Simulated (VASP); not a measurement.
Level of theory: PBE GGA, VASP's PBE PAW potentials (set 64) (plane waves; VASP).

A VASP calculation is set up with these files.

**KPOINTS**
```
kpoints
0
G
 9 9 5
0 0 0
```

INCAR:
```
LCHARG=.FALSE.
LREAL=.FALSE.
ISIF=3
GGA=PE   # PBE
EDIFF=1E-6
IBRION=2   # conjugate gradients
SYSTEM=BN
NELM=100   # most electronic steps
SIGMA=0.05   # width (eV)
ISMEAR=0
ALGO=Normal   # blocked Davidson
EDIFFG=-0.02   # ionic stop
NSW=60
LWAVE=.FALSE.
LASPH=.TRUE.   # aspherical one-centre terms
PREC=Accurate
ENCUT=530   # plane-wave cut-off (eV)
```

POSCAR:
```
BN
1
    2.5550770556    -0.0000000000     0.0000000000
   -1.2775385278     2.2127618604     0.0000000000
    0.0000000000     0.0000000000     4.2253909679
B N
2 2
Direct
  0.3333330000   0.6666670000   0.0002335247
  0.6666670000   0.3333330000   0.5002335247
  0.3333330000   0.6666670000   0.3747664753
  0.6666670000   0.3333330000   0.8747664753
```

POTCAR, in this order: B N (PBE.64 set). Program: vasp_std.

Question: Predict the energy per atom (σ→0), band gap (on the k-mesh).

Answer: 
| Property | Value |
|---|---|
| energy per atom (σ→0) | -8.708 eV/atom |
| band gap (on the k-mesh) | 5.21 eV |

File OSZICAR:
```
...
DAV:   6    -0.349977468839E+02    0.17454E+01   -0.47892E+00  1076   0.182E+01    0.451E+00
DAV:   7    -0.348624675525E+02    0.13528E+00   -0.22425E-01  1020   0.470E+00    0.270E+00
DAV:   8    -0.348336440242E+02    0.28824E-01   -0.72350E-02   964   0.252E+00    0.224E-01
DAV:   9    -0.348328072708E+02    0.83675E-03   -0.21701E-03  1088   0.494E-01    0.121E-01
DAV:  10    -0.348330508785E+02   -0.24361E-03   -0.39774E-04  1032   0.198E-01    0.264E-02
DAV:  11    -0.348330560933E+02   -0.52148E-05   -0.69036E-05  1116   0.727E-02    0.136E-02
DAV:  12    -0.348330570544E+02   -0.96115E-06   -0.95236E-06  1088   0.304E-02
   1 F= -.34833057E+02 E0= -.34833057E+02  d E =-.348331E+02
```

The compound is BN in the wurtzite structure, a metastable high-pressure form. It was relaxed first. The start is the result of an earlier pass.
